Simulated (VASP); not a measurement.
# AlN: GW quasiparticle gap

How does the gap of AlN change from the starting functional to GW? The cell is of the zinc-blende type, one of the forms listed for this formula. The start is a computed cell from the Materials Project.

Calculated with VASP 6.6.1; PBE; plane waves and PAW (Al_GW, N_GW), in the first sound run; inputs show where later runs differ.

### 1. Starting point

The structure is cubic, space group F-43m (No. 216). Conventional cell: a = 4.368 Å, b = 4.368 Å, c = 4.368 Å, α = 90.00°, β = 90.00°, γ = 90.00°. Al has 4 N at 1.89 Å nearest. Nearest to N lie 4 Al at 1.89 Å. Farther neighbours and most contacts between anions are not listed.

### 2. Empty bands, functional PBE

ALGO = Exact makes the empty bands from the converged ground state in one step. LOPTICS writes the k-derivatives of the orbitals (WAVEDER), which give the long-wavelength limit of the screening.

INCAR reads:

```
SYSTEM = AlN
PREC = Accurate
ENCUT = 450
ISMEAR = 0
SIGMA = 0.01
LREAL = .FALSE.
GGA = PE
NBANDS = 64
ALGO = Exact
NELM = 1
LWAVE = .TRUE.
LCHARG = .FALSE.
LOPTICS = .TRUE.
NEDOS = 1000
CSHIFT = 0.1
```

POSCAR reads:

```
AlN
1.0
    0.0000000000      2.1839935596      2.1839935596
    2.1839935596      0.0000000000      2.1839935596
    2.1839935596      2.1839935596      0.0000000000
Al N
1 1
Direct
    0.0000000000      0.0000000000      0.0000000000
    0.2500000000      0.2500000000      0.2500000000
```

KPOINTS reads:

```
Automatic mesh
0
Gamma
6 6 6
0 0 0
```

Potentials, in the order of the species: Al_GW and N_GW (PBE family, release 64).

On the command line:

```bash
$ mpirun -np 8 vasp_std
```

The log of the run:

```text
[banner, memory and clock lines left out]
running    8 mpi-ranks, on    1 nodes
 distrk:  each k-point on    8 cores,    1 groups
 distr:  one band on    1 cores,    8 groups

 POSCAR found type information on POSCAR AlN
 POSCAR found :  2 types and       2 ions
|                                                                             |
|           W    W    AA    RRRRR   N    N  II  N    N   GGGG   !!!           |
|           W    W   A  A   R    R  NN   N  II  NN   N  G    G  !!!           |
|           W    W  A    A  R    R  N N  N  II  N N  N  G       !!!           |
|           W WW W  AAAAAA  RRRRR   N  N N  II  N  N N  G  GGG   !            |
|           WW  WW  A    A  R   R   N   NN  II  N   NN  G    G                |
|           W    W  A    A  R    R  N    N  II  N    N   GGGG   !!!           |
|                                                                             |
|     For optimal performance we recommend to set                             |
|       NCORE = 2 up to number-of-cores-per-socket                            |
|     NCORE specifies how many cores store one orbital (NPAR=cpu/NCORE).      |
|     This setting can greatly improve the performance of VASP for DFT.       |
|     The default, NCORE=1 might be grossly inefficient on modern             |
|     multi-core architectures or massively parallel machines. Do your        |
|     Unfortunately you need to use the default for GW and RPA                |
|     calculations (for HF NCORE is supported but not extensively tested      |
|     yet).                                                                   |
|                                                                             |

 LDA part: xc-table for (Slater+PW92), standard interpolation
 found WAVECAR, reading the header
  number of bands has changed, file:    10 present:    64
  trying to continue reading WAVECAR, but it might fail
 POSCAR, INCAR and KPOINTS ok, starting setup
 FFT: planning ... GRIDC
 FFT: planning ... GRID_SOFT
 FFT: planning ... GRID
 reading WAVECAR
 random initialization beyond band           10
 the WAVECAR file was read successfully
 initial charge from wavefunction
 entering main loop
       N       E                     dE             d eps       ncg     rms          rms(c)
DIA:   1    -0.148611251130E+02   -0.14861E+02    0.00000E+00     0   0.000E+00
   1 F= -.14861125E+02 E0= -.14861125E+02  d E =-.676135E-89
 writing wavefunctions
 optical routines
 imaginary and real dielectric function
 recalculating local potential from charge density
 direction            1
 direction            2
 direction            3
```

The job ended after 1.6 s (8 MPI ranks of Intel Xeon 6975P-C (Granite Rapids), shared host; peak memory 0.89 GiB; 8.4 s of CPU time).

Lines that name or quote the potential files are left out of all logs, and their timing lines are given in words.

From OUTCAR (step 2):

```text
ion  position               nearest neighbor table
   1  0.000  0.000  0.000-   2 1.89   2 1.89   2 1.89   2 1.89
   2  0.250  0.250  0.250-   1 1.89   1 1.89   1 1.89   1 1.89

  LATTYP: Found a face centered cubic cell.
 ALAT       =     4.3679871192

 Subroutine GETGRP returns: Found 24 space group operations
 (whereof 24 operations were pure point group operations)

The static configuration has the point symmetry T_d .

 Found     16 irreducible k-points:

   k-points           NKPTS =     16   k-points in BZ     NKDIM =     16   number of bands    NBANDS=     64

   dimension x,y,z NGX =    24 NGY =   24 NGZ =   24
   dimension x,y,z NGXF=    48 NGYF=   48 NGZF=   48

   ENCUT  =  450.0 eV  33.07 Ry    5.75 a.u.   5.34  5.34  5.34*2*pi/ulx,y,z

   NELECT =       8.0000    total number of electrons

 k-points in reciprocal lattice and weights: Automatic mesh
   0.00000000  0.00000000  0.00000000       0.005
   0.16666667  0.00000000  0.00000000       0.037
   0.33333333  0.00000000  0.00000000       0.037
   0.50000000  0.00000000  0.00000000       0.019
   0.16666667  0.16666667  0.00000000       0.028
   0.33333333  0.16666667  0.00000000       0.111
   0.50000000  0.16666667  0.00000000       0.111
  -0.33333333  0.16666667  0.00000000       0.111
  -0.16666667  0.16666667  0.00000000       0.056
[...]
-0.33333333  0.33333333  0.16666667       0.111
  -0.33333333  0.50000000  0.16666667       0.056

 average (electrostatic) potential at core
       1 -49.9845       2 -60.0238

 E-fermi :   5.0924

 k-point     1 :       0.0000    0.0000    0.0000
  band No.  band energies     occupation
      1     -10.0369      2.00000
      2       4.9525      2.00000
      3       4.9525      2.00000
      4       4.9525      2.00000
      5       9.1393      0.00000
      6      17.5014      0.00000
      7      17.5014      0.00000
      8      17.5014      0.00000
      9      22.6311      0.00000
    ...

 k-point     2 :       0.1667    0.0000    0.0000
  band No.  band energies     occupation
      1      -9.6397      2.00000
      2       3.0965      2.00000
      3       4.8201      2.00000
      4       4.8201      2.00000
      5      10.5619      0.00000
      6      16.5923      0.00000
      7      17.6686      0.00000
      8      17.6686      0.00000
      9      20.8298      0.00000
    ...

 k-point     3 :       0.3333    0.0000    0.0000
  band No.  band energies     occupation
      1      -8.6540      2.00000
      2       0.3998      2.00000
      3       4.5801      2.00000
      4       4.5801      2.00000
      5      11.9551      0.00000
      6      15.3477      0.00000
      7      16.6777      0.00000
      8      16.6777      0.00000
      9      22.2806      0.00000
    ...

  Total        0.3167900      0.3167900      0.3167900      0.0000000      0.0000000      0.0000000
  in kB       24.3611652     24.3611652     24.3611652      0.0000000      0.0000000      0.0000000
  external PRESSURE =      24.3611652 kB  Pullay stress =       0.0000000 kB

  energy-cutoff  :      450.00
  volume of cell :       20.83
      direct lattice vectors                 reciprocal lattice vectors
     0.000000000  2.183993560  2.183993560    -0.228938404  0.228938404  0.228938404
     2.183993560  0.000000000  2.183993560     0.228938404 -0.228938404  0.228938404
     2.183993560  2.183993560  0.000000000     0.228938404  0.228938404 -0.228938404

 POSITION                                       TOTAL-FORCE (eV/Angst)
 -----------------------------------------------------------------------------------
      0.00000      0.00000      0.00000        -0.000000     -0.000000     -0.000000
      1.09200      1.09200      1.09200         0.000000      0.000000      0.000000
 -----------------------------------------------------------------------------------
    total drift:                               -0.000000     -0.000000     -0.000000

  FREE ENERGIE OF THE ION-ELECTRON SYSTEM (eV)
  ---------------------------------------------------
  free  energy   TOTEN  =       -14.8611251130 eV

  energy  without entropy=      -14.8611251130  energy(sigma->0) =      -14.86112511

 plasma frequency squared (from intraband transitions) (eV^2)
  --------------------------------------------------------------------------------------
       0.000       0.000      -0.000
       0.000       0.000      -0.000
       0.000       0.000       0.000

[... 3 further parts left out ...]
```

The gap is read on the k-mesh alone, so it is an upper bound where the band edges lie off the mesh.

A gap read on the k-mesh alone can miss the band edges.

Numbers from this step:

* gap on the k-mesh: 3.315 eV
* least direct gap on the k-mesh: 4.187 eV

WAVECAR now holds 64 bands for 8 electrons. Its independent-particle dielectric tensor has xx, yy, zz = 4.8, 4.8, 4.8 on this mesh, which isn't tested for convergence in mesh or bands and lacks local fields.

### 3. G0W0, functional PBE, start PBE

This step: G0W0 on PBE; plane waves and PAW (Al_GW, N_GW) (VASP 6.6.1).

One pass of GW corrects the levels to first order, with G and W from the starting orbitals.

INCAR reads:

```
SYSTEM = AlN
PREC = Accurate
ENCUT = 450
ISMEAR = 0
SIGMA = 0.01
LREAL = .FALSE.
GGA = PE
NBANDS = 64
ALGO = EVGW0
NELMGW = 1
ENCUTGW = 120
NOMEGA = 64
PRECFOCK = Fast
NBANDSGW = 16
LWAVE = .FALSE.
LCHARG = .FALSE.
```

POSCAR is that of step 2.

KPOINTS is that of step 2.

On the command line:

```bash
$ mpirun -np 8 vasp_std
```

The log of the run:

```text
[banner, memory and clock lines left out]
running    8 mpi-ranks, on    1 nodes
 distrk:  each k-point on    8 cores,    1 groups
 distr:  one band on    1 cores,    8 groups

 POSCAR found type information on POSCAR AlN
 POSCAR found :  2 types and       2 ions
 [... a notice as in an earlier step ...]

|                                                                             |
|           W    W    AA    RRRRR   N    N  II  N    N   GGGG   !!!           |
|           W    W   A  A   R    R  NN   N  II  NN   N  G    G  !!!           |
|           W    W  A    A  R    R  N N  N  II  N N  N  G       !!!           |
|           W WW W  AAAAAA  RRRRR   N  N N  II  N  N N  G  GGG   !            |
|           WW  WW  A    A  R   R   N   NN  II  N   NN  G    G                |
|           W    W  A    A  R    R  N    N  II  N    N   GGGG   !!!           |
|                                                                             |
|     The default for ENCUTGWSOFT is different in this version of VASP.       |
|     please manually set ENCUTGWSOFT =120 in the INCAR file.                 |
|                                                                             |

 LDA part: xc-table for (Slater+PW92), standard interpolation
 found WAVECAR, reading the header
 POSCAR, INCAR and KPOINTS ok, starting setup
 FFT: planning ... GRIDC
 FFT: planning ... GRID_SOFT
 FFT: planning ... GRID
 reading WAVECAR
 the WAVECAR file was read successfully
 initial charge from wavefunction
 available memory per node:    128.43 GB, setting MAXMEM to    131508

 The Fermi energy was updated, please check that it is located mid-gap
 values below the HOMO (VB) or above the LUMO (CB) will cause erroneous energies
 E-fermi :   6.6098

 calculate exact exchange contribution
 the WAVEDER file was read successfully
energies w=
    0.000    0.000    0.545    0.000    1.088    0.000    1.629    0.000
    2.166    0.000    2.699    0.000    3.226    0.000    3.747    0.000
    4.262    0.000    4.770    0.000    5.271    0.000    5.764    0.000
    6.252    0.000    6.732    0.000    7.206    0.000    7.675    0.000
    8.139    0.000    8.599    0.000    9.056    0.000    9.510    0.000
    9.962    0.000   10.413    0.000   10.865    0.000   11.318    0.000
   11.773    0.000   12.232    0.000   12.696    0.000   13.167    0.000
   13.644    0.000   14.131    0.000   14.629    0.000   15.140    0.000
   15.666    0.000   16.208    0.000   16.770    0.000   17.355    0.000
   17.964    0.000   18.603    0.000   19.275    0.000   19.984    0.000
   20.738    0.000   21.540    0.000   22.399    0.000   23.324    0.000
   24.324    0.000   25.413    0.000   26.606    0.000   27.920    0.000
   29.379    0.000   31.011    0.000   32.851    0.000   34.947    0.000
   37.356    0.000   40.160    0.000   43.467    0.000   47.426    0.000
   52.251    0.000   58.264    0.000   65.957    0.000   76.142    0.000
   90.245    0.000  111.027    0.000  144.637    0.000  208.078    0.000
 responsefunction array rank=      72
 LDA part: xc-table for (Slater+PW92), standard interpolation

 min. memory requirement per mpi rank     96.2 MB, per node    769.3 MB

 allocating   8 responsefunctions rank=    72
 shmem allocating  64 responsefunctions rank=    72
 response function shared by NCSHMEM nodes    1
 Doing            8  frequencies on each core in blocks of           64
NQ=   1    0.0000    0.0000    0.0000,
|.........|.........|.........|.........|.........|.........|.........|.........
 performed        136000 updates of chi_q(r,r)
 total number of BLAS operations          3.80 Gflops
NQ=   2    0.1667    0.0000    0.0000,
|.........|.........|.........|.........|.........|.........|.........|.........
 performed        411000 updates of chi_q(r,r)
 total number of BLAS operations         12.28 Gflops
NQ=   3    0.3333    0.0000    0.0000,
|.........|.........|.........|.........|.........|.........|.........|.........
 performed        686000 updates of chi_q(r,r)
 total number of BLAS operations         21.31 Gflops
NQ=   4    0.5000    0.0000    0.0000,
|.........|.........|.........|.........|.........|.........|.........|.........
 performed        912000 updates of chi_q(r,r)
 total number of BLAS operations         30.19 Gflops
NQ=   5    0.1667    0.1667    0.0000,
|.........|.........|.........|.........|.........|.........|.........|.........
 performed       1187000 updates of chi_q(r,r)
 total number of BLAS operations         38.13 Gflops
NQ=   6    0.3333    0.1667    0.0000,
|.........|.........|.........|.........|.........|.........|.........|.........
 performed       1638000 updates of chi_q(r,r)
 total number of BLAS operations         52.48 Gflops
NQ=   7    0.5000    0.1667    0.0000,
|.........|.........|.........|.........|.........|.........|.........|.........
 performed       2089000 updates of chi_q(r,r)
 total number of BLAS operations         65.93 Gflops
NQ=   8   -0.3333    0.1667    0.0000,
|.........|.........|.........|.........|.........|.........|.........|.........
 performed       2540000 updates of chi_q(r,r)
 total number of BLAS operations         80.74 Gflops
NQ=   9   -0.1667    0.1667    0.0000,
|.........|.........|.........|.........|.........|.........|.........|.........
 performed       2926000 updates of chi_q(r,r)
 total number of BLAS operations         92.24 Gflops
NQ=  10    0.3333    0.3333    0.0000,
|.........|.........|.........|.........|.........|.........|.........|.........
 performed       3201000 updates of chi_q(r,r)
 total number of BLAS operations        100.18 Gflops
NQ=  11    0.5000    0.3333    0.0000,
|.........|.........|.........|.........|.........|.........|.........|.........
 performed       3652000 updates of chi_q(r,r)
 total number of BLAS operations        113.63 Gflops
NQ=  12   -0.3333    0.3333    0.0000,
|.........|.........|.........|.........|.........|.........|.........|.........
 performed       4038000 updates of chi_q(r,r)
 total number of BLAS operations        125.89 Gflops
NQ=  13    0.5000    0.5000    0.0000,
|.........|.........|.........|.........|.........|.........|.........|.........
 performed       4235000 updates of chi_q(r,r)
 total number of BLAS operations        132.38 Gflops
NQ=  14    0.5000    0.3333    0.1667,
|.........|.........|.........|.........|.........|.........|.........|.........
 performed       4748000 updates of chi_q(r,r)
 total number of BLAS operations        148.16 Gflops
NQ=  15   -0.3333    0.3333    0.1667,
|.........|.........|.........|.........|.........|.........|.........|.........
 performed       5228000 updates of chi_q(r,r)
 total number of BLAS operations        162.94 Gflops
NQ=  16   -0.3333    0.5000    0.1667,
|.........|.........|.........|.........|.........|.........|.........|.........
 performed       5616000 updates of chi_q(r,r)
 total number of BLAS operations        174.88 Gflops
 resolving degeneracies of screened two electron integrals

 calculate QP shifts <psi_nk| G(iteration)W_0 |psi_nk>: iteration 1
 entering main loop
```

Elapsed: 15 s, on 8 MPI ranks; peak memory 1.2 GiB; 2 min of CPU time.

From OUTCAR (step 3):

```text
The static configuration has the point symmetry T_d .

 Found     16 irreducible k-points:

   k-points           NKPTS =     16   k-points in BZ     NKDIM =    216   number of bands    NBANDS=     64

   NELECT =       8.0000    total number of electrons

 E-fermi :   6.6098

 QP shifts <psi_nk| G(iteration)W_0 |psi_nk>: iteration 1
 for sc-GW calculations column KS-energies equals QP-energies in previous step
 and V_xc(KS)=  KS-energies - (<T + V_ion + V_H > + <T+V_H+V_ion>^1  + <V_x>^1)
 k-point   1 :       0.0000    0.0000    0.0000
  band No.  KS-energies  QP-energies   sigma(KS)   V_xc(KS)     V^pw_x(r,r')   Z            occupation Imag(sigma)
      1     -10.0369     -11.4199     -16.6960     -14.7944     -24.7739       0.7273       2.0000       1.2234
      2       4.9525       4.2185     -17.7034     -16.7599     -20.7766       0.7779       2.0000       0.0534
      3       4.9525       4.2185     -17.7034     -16.7599     -20.7766       0.7779       2.0000       0.0534
      4       4.9525       4.2185     -17.7034     -16.7599     -20.7766       0.7779       2.0000       0.0534
      5       9.1393       9.9328     -11.5270     -12.5058      -7.8648       0.8106       0.0000      -0.0518
      6      17.5014      18.5128      -9.0140     -10.2759      -4.0489       0.8015       0.0000      -0.1047
      7      17.5014      18.5128      -9.0140     -10.2759      -4.0489       0.8015       0.0000      -0.1047
      8      17.5014      18.5128      -9.0140     -10.2759      -4.0489       0.8015       0.0000      -0.1047
    ...

 k-point   2 :       0.1667    0.0000    0.0000
  band No.  KS-energies  QP-energies   sigma(KS)   V_xc(KS)     V^pw_x(r,r')   Z            occupation Imag(sigma)
      1      -9.6397     -10.9910     -16.8611     -15.0025     -24.8824       0.7270       2.0000       1.1654
      2       3.0965       2.1707     -16.3536     -15.1461     -19.5751       0.7667       2.0000       0.0669
      3       4.8201       4.0653     -17.6252     -16.6541     -20.7257       0.7773       2.0000       0.0541
      4       4.8201       4.0653     -17.6252     -16.6541     -20.7257       0.7773       2.0000       0.0541
      5      10.5619      11.4752     -12.1210     -13.2611      -8.3273       0.8011       0.0000      -0.0544
      6      16.5923      17.6128      -9.6394     -10.9224      -4.7102       0.7954       0.0000      -0.1066
      7      17.6686      18.6650      -9.0823     -10.3306      -4.0135       0.7982       0.0000      -0.1249
      8      17.6686      18.6650      -9.0823     -10.3306      -4.0135       0.7982       0.0000      -0.1249
    ...

 k-point   3 :       0.3333    0.0000    0.0000
  band No.  KS-energies  QP-energies   sigma(KS)   V_xc(KS)     V^pw_x(r,r')   Z            occupation Imag(sigma)
      1      -8.6540      -9.9338     -17.4496     -15.6658     -25.3219       0.7174       2.0000       1.0225
      2       0.3998      -0.7370     -15.0697     -13.5248     -18.9720       0.7359       2.0000       0.1194
      3       4.5801       3.7898     -17.5103     -16.4920     -20.6652       0.7761       2.0000       0.0556
      4       4.5801       3.7898     -17.5103     -16.4920     -20.6652       0.7761       2.0000       0.0556
      5      11.9551      12.8855     -11.0110     -12.1702      -6.7842       0.8026       0.0000      -0.0646
      6      15.3477      16.3898     -11.0512     -12.4060      -6.0140       0.7692       0.0000      -0.1166
      7      16.6777      17.5503      -8.8228      -9.9107      -3.9007       0.8021       0.0000      -0.1170
      8      16.6777      17.5503      -8.8228      -9.9107      -3.9007       0.8021       0.0000      -0.1170
    ...

[... 7 parts as in an earlier step ...]

[... 5 further parts left out ...]
```

This step gave:

```yaml
quasiparticle_gap_on_the_mesh: 4.528 eV
smallest_direct_quasiparticle_gap_on_the_mesh: 5.714 eV
gap_of_the_starting_orbitals_on_the_mesh: 3.315 eV
```

GW takes the gap from 3.315 to 4.528 eV. The value holds for 64 bands, ENCUTGW = 120 eV and this mesh, and isn't shown to be converged in them.

[end of part 1 of 5]

[Lines on the potential files, build, host, timing and source positions are cut from VASP's logs without a mark.]

[Logs are printed without paths, hosts, clocks, repeated set-up lines and the standing remarks that a program may print on its own settings, such as how far it seeks lower states.]

[Hosts, paths, dates, database ids (printed as entryN), source tags and the programs' standing remarks are cut or masked in the printed files.]

[Pressures printed for these runs are not shown converged in the cutoff: they can be off by several GPa and have the wrong sign.]
